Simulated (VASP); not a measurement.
# PbSe (space group Pm-3m): computed properties

These are r2SCAN meta-GGA, VASP's PBE PAW potentials (set 64) (plane waves; VASP) values and carry that method's errors.

```yaml
space_group: Pm-3m (221)
cell: a = b = c = 3.7639 Å, α = β = γ = 90.00°
volume_per_atom: 26.66 Å³/atom
band gap (over mesh and band path): none (metal, semimetal or under 0.01 eV)
density: 8.91 g/cm³
```

```
CELL_PARAMETERS angstrom
      3.76388     0.00000     0.00000
      0.00000     3.76388     0.00000
      0.00000     0.00000     3.76388
ATOMIC_POSITIONS crystal
  Pb 0.00000 0.00000 0.00000
  Se 0.50000 0.50000 0.50000
```

Unless said otherwise, spin-orbit coupling is left out, though it shifts the bands of the heavy elements here.

The structure comes from a computed database's PbSe entry (Pm-3m); how it stands against other phases isn't given here. It was relaxed first. Symmetry was kept, so distortions that lower it aren't found.
